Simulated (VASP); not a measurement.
# G0W0 gap of SnO2 (Cassiterite) against strain, part 2 of 5

Wanted: the deformation potential of the gap of SnO2 (Cassiterite), from G0W0. The cell is of the rutile type, one of the forms listed for this formula, which need not be the common one. The start is a cell from a database of measured crystal structures.

VASP 6.6.1, plane waves and PAW; the level of theory is named at each step.

So far. Step 2 (Relaxation): At PBE, with these data sets, the largest force is down to 1.8e-4 eV/Å.

## 3. Ground state

This step: r2SCAN; plane waves and PAW (Sn_d_GW, O_GW) (VASP 6.6.1).

The orbitals come from a self-consistent r2SCAN run with a tight EDIFF and a narrow smearing. KPOINTS_OPT adds the bands along a path, which shows whether the mesh holds the band edges.

The input, INCAR:

```
SYSTEM = SnO2
PREC = Accurate
ENCUT = 440
EDIFF = 1E-08
NELM = 100
ISMEAR = 0
SIGMA = 0.01
LREAL = .FALSE.
ALGO = Normal
METAGGA = R2SCAN
LASPH = .TRUE.
NBANDS = 32
LORBIT = 11
LWAVE = .TRUE.
LCHARG = .FALSE.
KPAR = 8
```

The input, POSCAR:

```
SnO2
1.0
    4.7380000000      0.0000000000      0.0000000000
    0.0000000000      4.7380000000      0.0000000000
    0.0000000000      0.0000000000      3.1865000000
Sn O
2 4
Direct
    0.5000000000      0.5000000000      0.5000000000
    0.0000000000      0.0000000000      0.0000000000
    0.8053213668      0.1946786332      0.5000000000
    0.6946786332      0.6946786332      0.0000000000
    0.1946786332      0.8053213668      0.5000000000
    0.3053213668      0.3053213668      0.0000000000
```

The input, KPOINTS:

```
Automatic mesh
0
Gamma
4 4 4
0 0 0
```

The input, KPOINTS_OPT:

```
Line mode
12
Line-mode
Reciprocal
  0.00000000   0.00000000   0.00000000 GAMMA
  0.00000000   0.50000000   0.00000000 X

  0.00000000   0.50000000   0.00000000 X
  0.50000000   0.50000000   0.00000000 M

  0.50000000   0.50000000   0.00000000 M
  0.00000000   0.00000000   0.00000000 GAMMA

  0.00000000   0.00000000   0.00000000 GAMMA
  0.00000000   0.00000000   0.50000000 Z

  0.00000000   0.00000000   0.50000000 Z
  0.00000000   0.50000000   0.50000000 R

  0.00000000   0.50000000   0.50000000 R
  0.50000000   0.50000000   0.50000000 A

  0.50000000   0.50000000   0.50000000 A
  0.00000000   0.00000000   0.50000000 Z

  0.00000000   0.50000000   0.00000000 X
  0.00000000   0.50000000   0.50000000 R

  0.50000000   0.50000000   0.00000000 M
  0.50000000   0.50000000   0.50000000 A
```

PAW data sets: Sn_d_GW and O_GW (PBE family, release 64).

Launch:

```sh
$ mpirun -np 8 vasp_std
```

The log of the run:

```text
[banner, memory and clock lines left out]
running    8 mpi-ranks, on    1 nodes
 distrk:  each k-point on    1 cores,    8 groups
 distr:  one band on    1 cores,    1 groups

 POSCAR found type information on POSCAR SnO
 POSCAR found :  2 types and       6 ions
 [... a notice as in an earlier step ...]

|                                                                             |
|               ----> ADVICE to this user running VASP <----                  |
|                                                                             |
|     You enforced a specific xc type in the INCAR file but a different       |
|     [... a line on the potential file left out ...]
|     I HOPE YOU KNOW WHAT YOU ARE DOING!                                     |
|                                                                             |

 LDA part: xc-table for (None), standard interpolation
 POSCAR, INCAR and KPOINTS ok, starting setup
 FFT: planning ... GRIDC
 FFT: planning ... GRID_SOFT
 FFT: planning ... GRID
 WAVECAR not read
 entering main loop
       N       E                     dE             d eps       ncg     rms          rms(c)
DAV:   1     0.508191529327E+03    0.50819E+03   -0.19603E+04  1832   0.978E+03
DAV:   2    -0.270956374361E+02   -0.53529E+03   -0.51631E+03  2304   0.166E+03
DAV:   3    -0.101365737981E+03   -0.74270E+02   -0.73834E+02  2280   0.340E+02
DAV:   4    -0.104160726339E+03   -0.27950E+01   -0.27867E+01  1952   0.518E+01
DAV:   5    -0.104257928600E+03   -0.97202E-01   -0.97108E-01  1904   0.155E+01    0.303E+01
DAV:   6    -0.843312266651E+02    0.19927E+02   -0.12735E+01  2032   0.329E+02    0.145E+01
DAV:   7    -0.847619819285E+02   -0.43076E+00   -0.60586E+00  2240   0.444E+01    0.121E+01
DAV:   8    -0.848989295013E+02   -0.13695E+00   -0.38686E-01  2192   0.191E+01    0.162E+01
DAV:   9    -0.847737518694E+02    0.12518E+00   -0.59957E-01  2064   0.348E+01    0.410E+00
DAV:  10    -0.847726084011E+02    0.11435E-02   -0.60993E-02  2120   0.276E+00    0.194E+00
DAV:  11    -0.847716213113E+02    0.98709E-03   -0.20588E-03  2240   0.169E+00    0.157E+00
DAV:  12    -0.847704142565E+02    0.12071E-02   -0.36736E-03  2016   0.292E+00    0.379E-01
DAV:  13    -0.847703720355E+02    0.42221E-04   -0.79027E-04  2224   0.279E-01    0.222E-01
DAV:  14    -0.847703234300E+02    0.48605E-04   -0.10077E-04  2224   0.418E-01    0.102E-01
DAV:  15    -0.847703129286E+02    0.10501E-04   -0.27062E-05  2200   0.181E-01    0.226E-03
DAV:  16    -0.847703136847E+02   -0.75611E-06   -0.24432E-06  1984   0.131E-02    0.659E-04
DAV:  17    -0.847703140116E+02   -0.32685E-06   -0.41511E-08  1328   0.451E-03    0.428E-04
DAV:  18    -0.847703140758E+02   -0.64191E-07   -0.80613E-09   960   0.391E-03    0.732E-04
DAV:  19    -0.847703140874E+02   -0.11649E-07   -0.46405E-09   992   0.204E-03    0.447E-04
DAV:  20    -0.847703140999E+02   -0.12424E-07   -0.28025E-09   960   0.195E-03    0.334E-04
DAV:  21    -0.847703141004E+02   -0.51296E-09   -0.21538E-09   960   0.149E-03
   1 F= -.84770314E+02 E0= -.84770314E+02  d E =-.897973E-80
 Start KPOINTS_OPT (optional k-point list driver)
k-point batch [1-18\108]
       N       E                     dE             ncg
DAV:   1     0.378105318925E+04   -0.63311E+04     1792
DAV:   2    -0.588017754276E+04   -0.96612E+04     2288
DAV:   3    -0.744613590437E+04   -0.15660E+04     2304
DAV:   4    -0.751370003625E+04   -0.67564E+02     1928
DAV:   5    -0.751633418561E+04   -0.26341E+01     1880
DAV:   6    -0.751647812646E+04   -0.14394E+00     1928
DAV:   7    -0.751648572115E+04   -0.75947E-02     1776
DAV:   8    -0.751648596863E+04   -0.24748E-03     2008
DAV:   9    -0.751648598666E+04   -0.18032E-04     1760
DAV:  10    -0.751648598711E+04   -0.45415E-06     1552
DAV:  11    -0.751648598716E+04   -0.42000E-07     1056
DAV:  12    -0.751648598716E+04   -0.56589E-08      928
[...]
k-point batch [91-108\108]
       N       E                     dE             ncg
DAV:   1     0.372544135725E+04   -0.24797E+05     1792
DAV:   2    -0.606841203004E+04   -0.97939E+04     2296
DAV:   3    -0.758505908277E+04   -0.15166E+04     2280
DAV:   4    -0.764989199323E+04   -0.64833E+02     2048
DAV:   5    -0.765198996687E+04   -0.20980E+01     1800
DAV:   6    -0.765210392116E+04   -0.11395E+00     2048
DAV:   7    -0.765210770381E+04   -0.37826E-02     1744
DAV:   8    -0.765210792738E+04   -0.22357E-03     2072
DAV:   9    -0.765210793506E+04   -0.76844E-05     1768
DAV:  10    -0.765210793537E+04   -0.30210E-06     1416
DAV:  11    -0.765210793539E+04   -0.20173E-07     1096
DAV:  12    -0.765210793539E+04   -0.15752E-08      976
 writing wavefunctions
```

It took 49 s on 8 MPI ranks of Intel Xeon 6975P-C (Granite Rapids), shared host; peak memory 1.7 GiB; 6 min of CPU time.

OUTCAR, selected parts (step 3):

```text
 Found     18 irreducible k-points:

   k-points           NKPTS =     18   k-points in BZ     NKDIM =     18   number of bands    NBANDS=     32

   dimension x,y,z NGX =    32 NGY =   32 NGZ =   24
   dimension x,y,z NGXF=    64 NGYF=   64 NGZF=   48

   ENCUT  =  440.0 eV  32.34 Ry    5.69 a.u.   8.10  8.10  5.45*2*pi/ulx,y,z

   NELECT =      52.0000    total number of electrons

 E-fermi :   4.0485

 k-point     1 :       0.0000    0.0000    0.0000
  band No.  band energies     occupation
    ...
     22       2.7003      2.00000
     23       2.7003      2.00000
     24       3.1269      2.00000
     25       3.1269      2.00000
     26       3.9162      2.00000
     27       5.8120      0.00000
     28      10.8588      0.00000
     29      11.0146      0.00000
     30      11.0146      0.00000
     31      15.0771      0.00000
    ...

 k-point     2 :       0.2500    0.0000    0.0000
  band No.  band energies     occupation
    ...
     22       2.2982      2.00000
     23       2.7174      2.00000
     24       2.7438      2.00000
     25       3.1720      2.00000
     26       3.6328      2.00000
     27       7.0792      0.00000
     28      10.3650      0.00000
     29      11.2896      0.00000
     30      11.4835      0.00000
     31      15.6528      0.00000
    ...

  Total       -0.3050846     -0.3050846      0.1738467     -0.0000000      0.0000000      0.0000000
  in kB       -6.8332415     -6.8332415      3.8937933     -0.0000000      0.0000000      0.0000000
  external PRESSURE =      -3.2575633 kB  Pullay stress =       0.0000000 kB

  energy-cutoff  :      440.00
  volume of cell :       71.53
      direct lattice vectors                 reciprocal lattice vectors
     4.738000000  0.000000000  0.000000000     0.211059519  0.000000000  0.000000000
     0.000000000  4.738000000  0.000000000     0.000000000  0.211059519  0.000000000
     0.000000000  0.000000000  3.186500000     0.000000000  0.000000000  0.313823945

 POSITION                                       TOTAL-FORCE (eV/Angst)
 -----------------------------------------------------------------------------------
      2.36900      2.36900      1.59325         0.000000      0.000000     -0.000000
      0.00000      0.00000      0.00000         0.000000      0.000000     -0.000000
      3.81561      0.92239      1.59325         0.026778     -0.026778     -0.000000
      3.29139      3.29139      0.00000        -0.026778     -0.026778     -0.000000
      0.92239      3.81561      1.59325        -0.026778      0.026778      0.000000
      1.44661      1.44661      0.00000         0.026778      0.026778      0.000000
 -----------------------------------------------------------------------------------
    total drift:                                0.000000     -0.000000     -0.000000

  FREE ENERGIE OF THE ION-ELECTRON SYSTEM (eV)
  ---------------------------------------------------
  free  energy   TOTEN  =       -84.7703141004 eV

  energy  without entropy=      -84.7703141004  energy(sigma->0) =      -84.77031410

 total charge
# of ion       s       p       d       f       tot
--------------------------------------------------
    1        0.548   0.961  10.505   0.193  12.207
    2        0.548   0.961  10.505   0.193  12.207
    3        1.544   3.509   0.000   0.000   5.053
    4        1.544   3.509   0.000   0.000   5.053
    5        1.544   3.509   0.000   0.000   5.053
    6        1.544   3.509   0.000   0.000   5.053
--------------------------------------------------
tot          7.274  15.957  21.009   0.386  44.626

[... 3 parts as in an earlier step ...]

[... 7 further parts left out ...]
```

The PAW data sets were made with PBE, which is usual practice but a small mismatch for other functionals.

Numbers from this step:

| Quantity | Value |
| --- | --- |
| free energy (TOTEN) | -84.7703 eV |
| Fermi energy | 4.048 eV |
| pressure | -0.3258 GPa |
| least gap on mesh and path | 1.896 eV |
| least direct gap on mesh and path | 1.896 eV |

The highest empty bands on the path are converged less tightly, to about 0.1 eV. Electronic bands along the path, in eV, zero at the valence-band top; v1 is the highest filled band, c1 the lowest empty one:

```tsv
point	v4	v3	v2	v1	c1	c2	c3	c4
Γ	-1.22	-0.79	-0.79	0.00	1.90	6.94	7.10	7.10
0.45 of the way	-1.20	-1.18	-0.75	-0.24	2.99	6.52	7.33	7.51
X	-1.17	-1.17	-0.63	-0.63	5.12	5.12	7.88	7.88
0.55 of the way	-1.24	-1.24	-0.81	-0.81	5.38	5.38	8.13	8.13
M	-1.30	-1.30	-0.94	-0.94	5.58	5.58	8.31	8.31
0.55 of the way	-1.25	-1.16	-0.84	-0.42	3.72	6.27	7.68	7.74
Γ	-1.22	-0.79	-0.79	0.00	1.90	6.94	7.10	7.10
0.55 of the way	-2.57	-0.90	-0.90	-0.61	4.76	7.81	9.55	9.55
Z	-1.70	-1.70	-1.28	-1.28	6.99	6.99	10.61	10.61
0.45 of the way	-1.50	-1.50	-1.17	-1.17	7.08	7.08	9.81	9.81
R	-1.13	-1.13	-0.68	-0.68	7.27	7.27	8.93	8.93
0.55 of the way	-1.03	-1.03	-0.99	-0.99	6.13	6.13	9.63	9.63
A	-0.96	-0.96	-0.87	-0.87	5.59	5.59	9.72	9.72
0.45 of the way	-1.23	-1.23	-1.05	-0.94	6.31	6.81	8.96	10.69
Z	-1.70	-1.70	-1.28	-1.28	6.99	6.99	10.61	10.61
jump to X	-1.17	-1.17	-0.63	-0.63	5.12	5.12	7.88	7.88
0.45 of the way	-1.33	-1.33	-0.82	-0.82	6.17	6.17	9.45	9.45
R	-1.13	-1.13	-0.68	-0.68	7.27	7.27	8.93	8.93
jump to M	-1.30	-1.30	-0.94	-0.94	5.58	5.58	8.31	8.31
0.45 of the way	-0.91	-0.91	-0.88	-0.88	5.89	5.89	9.49	9.49
A	-0.96	-0.96	-0.87	-0.87	5.59	5.59	9.72	9.72
```

Of the projections kept (Sn, O), the largest for each band there, as a share of the weight inside these atoms' spheres; weight between the spheres isn't counted:

```tsv
point	v4	v3	v2	v1	c1	c2	c3	c4
Γ	O 0.83	O 0.93	O 0.93	O 1.00	Sn 0.57	Sn 0.62	Sn 0.81	Sn 0.81
X	O 0.84	O 0.84	O 0.94	O 0.94	O 0.55	O 0.55	Sn 0.76	Sn 0.76
M	O 0.82	O 0.82	O 0.95	O 0.95	O 0.51	O 0.51	Sn 0.59	Sn 0.59
Γ	O 0.83	O 0.93	O 0.93	O 1.00	Sn 0.57	Sn 0.62	Sn 0.81	Sn 0.81
Z	O 0.94	O 0.94	O 0.92	O 0.92	O 0.54	O 0.54	O 0.52	O 0.51
R	O 0.96	O 0.96	O 0.85	O 0.85	O 0.55	O 0.55	Sn 0.72	Sn 0.72
```

The cell has a gap of 1.90 eV on mesh and path. Spin-orbit coupling is left out, which can shift or reorder these edges.

## 4. Empty bands

ALGO = Exact makes the empty bands from the converged ground state in one step. LOPTICS writes the k-derivatives of the orbitals (WAVEDER), which give the long-wavelength limit of the screening.

The input, INCAR:

```
SYSTEM = SnO2
PREC = Accurate
ENCUT = 440
ISMEAR = 0
SIGMA = 0.01
LREAL = .FALSE.
METAGGA = R2SCAN
LASPH = .TRUE.
NBANDS = 216
ALGO = Exact
NELM = 1
LWAVE = .TRUE.
LCHARG = .FALSE.
LOPTICS = .TRUE.
NEDOS = 1000
CSHIFT = 0.1
```

POSCAR is that of step 3.

KPOINTS is that of step 3.

Launch:

```sh
$ mpirun -np 8 vasp_std
```

The log of the run:

```text
[banner, memory and clock lines left out]
running    8 mpi-ranks, on    1 nodes
 distrk:  each k-point on    8 cores,    1 groups
 distr:  one band on    1 cores,    8 groups

 POSCAR found type information on POSCAR SnO
 POSCAR found :  2 types and       6 ions
 [... a notice as in an earlier step ...]

 [... a notice as in an earlier step ...]

 LDA part: xc-table for (None), standard interpolation
 found WAVECAR, reading the header
  number of bands has changed, file:    32 present:   216
  trying to continue reading WAVECAR, but it might fail
 POSCAR, INCAR and KPOINTS ok, starting setup
 FFT: planning ... GRIDC
 FFT: planning ... GRID_SOFT
 FFT: planning ... GRID
 reading WAVECAR
 random initialization beyond band           32
 the WAVECAR file was read successfully
 initial charge from wavefunction
 entering main loop
       N       E                     dE             d eps       ncg     rms          rms(c)
DIA:   1    -0.847703141145E+02   -0.84770E+02    0.00000E+00     0   0.000E+00
   1 F= -.84770314E+02 E0= -.84770314E+02  d E =-.170219E-13
 writing wavefunctions
 optical routines
 imaginary and real dielectric function
 direction            1
 direction            2
 direction            3
```

Elapsed: 25 s, on 8 MPI ranks; peak memory 2.2 GiB; 3.1 min of CPU time.

OUTCAR, selected parts (step 4):

```text
 Found     18 irreducible k-points:

   k-points           NKPTS =     18   k-points in BZ     NKDIM =     18   number of bands    NBANDS=    216

   NELECT =      52.0000    total number of electrons

 E-fermi :   3.9635

 k-point     1 :       0.0000    0.0000    0.0000
  band No.  band energies     occupation
    ...
     22       2.7004      2.00000
     23       2.7004      2.00000
     24       3.1269      2.00000
     25       3.1269      2.00000
     26       3.9162      2.00000
     27       5.8120      0.00000
     28      10.8588      0.00000
     29      11.0146      0.00000
     30      11.0146      0.00000
     31      15.0771      0.00000
    ...

 k-point     2 :       0.2500    0.0000    0.0000
  band No.  band energies     occupation
    ...
     22       2.2983      2.00000
     23       2.7174      2.00000
     24       2.7438      2.00000
     25       3.1721      2.00000
     26       3.6328      2.00000
     27       7.0792      0.00000
     28      10.3651      0.00000
     29      11.2896      0.00000
     30      11.4835      0.00000
     31      15.6528      0.00000
    ...

  Total       -0.3048633     -0.3048633      0.1739928     -0.0000000      0.0000000      0.0000000
  in kB       -6.8282860     -6.8282860      3.8970674     -0.0000000      0.0000000      0.0000000
  external PRESSURE =      -3.2531682 kB  Pullay stress =       0.0000000 kB

 POSITION                                       TOTAL-FORCE (eV/Angst)
 -----------------------------------------------------------------------------------
      2.36900      2.36900      1.59325         0.000000     -0.000000      0.000000
      0.00000      0.00000      0.00000         0.000000     -0.000000      0.000000
      3.81561      0.92239      1.59325         0.026774     -0.026774      0.000000
      3.29139      3.29139      0.00000        -0.026774     -0.026774      0.000000
      0.92239      3.81561      1.59325        -0.026774      0.026774      0.000000
      1.44661      1.44661      0.00000         0.026774      0.026774     -0.000000
 -----------------------------------------------------------------------------------
    total drift:                                0.000000     -0.000000     -0.000000

  FREE ENERGIE OF THE ION-ELECTRON SYSTEM (eV)
  ---------------------------------------------------
  free  energy   TOTEN  =       -84.7703141145 eV

  energy  without entropy=      -84.7703141145  energy(sigma->0) =      -84.77031411

 plasma frequency squared (from intraband transitions) (eV^2)
  --------------------------------------------------------------------------------------
       0.000      -0.000       0.000
      -0.000       0.000       0.000
       0.000       0.000       0.000

[... 10 parts as in an earlier step ...]

[... 3 further parts left out ...]
```

The gap is read on the k-mesh alone, so it is an upper bound where the band edges lie off the mesh, and a coarse mesh can show a gap where there is none.

A gap read on the k-mesh alone can miss the band edges.

This step gave:

- gap on the k-mesh: 1.896 eV
- least direct gap on the k-mesh: 1.896 eV

WAVECAR now holds 216 bands for 52 electrons. Its independent-particle dielectric tensor has xx, yy, zz = 4.0, 4.0, 4.4 on this mesh. It isn't tested for convergence in mesh or bands and lacks local fields, and at a small direct gap a coarse mesh makes it too large, which overscreens the GW step.

[end of part 2 of 5]

[Lines on the potential files, build, host, timing and source positions are cut from VASP's logs without a mark.]

[Logs are printed without paths, hosts, clocks, repeated set-up lines and the standing remarks that a program may print on its own settings, such as how far it seeks lower states.]

[Hosts, paths, dates, database ids (printed as entryN), source tags and the programs' standing remarks are cut or masked in the printed files.]

[Pressures printed for these runs are not shown converged in the cutoff: they can be off by several GPa and have the wrong sign.]

[In band tables of VASP the shares of atoms and orbitals are scaled to a sum of 1 inside the atoms' spheres.]
